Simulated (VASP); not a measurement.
# BaCu₂As₂ (space group I4/mmm): computed properties

The numbers are results of PBEsol GGA, VASP's PBE PAW potentials (set 64) (plane waves; VASP), not measurements.

```json
{
 "space_group": "I4/mmm (139)",
 "cell": "a = 4.197 Å, b = 4.197 Å, c = 11.351 Å, α = 90.00°, β = 90.00°, γ = 90.00°",
 "volume_per_atom": "20.00 Å³/atom",
 "band gap (over mesh and band path)": "none (metal, semimetal or under 0.01 eV)",
 "band_gap_with_spin_orbit_coupling": "none (metallic)",
 "density": "6.88 g/cm³"
}
```

```xyz
5
Lattice="-2.0987 2.0987 5.6754 2.0987 -2.0987 5.6754 2.0987 2.0987 -5.6754" Properties=species:S:1:pos:R:3 pbc="T T T"
Ba     0.0000     0.0000     0.0000
Cu     2.0987     0.0000     2.8377
Cu     0.0000     2.0987     2.8377
As     0.0000     0.0000     7.2557
As     0.0000     0.0000     4.0950
```

Unless said otherwise, spin-orbit coupling is left out, though it shifts the bands of the heavy elements here.

The structure comes from a computed database's BaCu2As2 entry (I4/mmm); how it stands against other phases isn't given here. It was relaxed first. Symmetry was kept, so distortions that lower it aren't found.
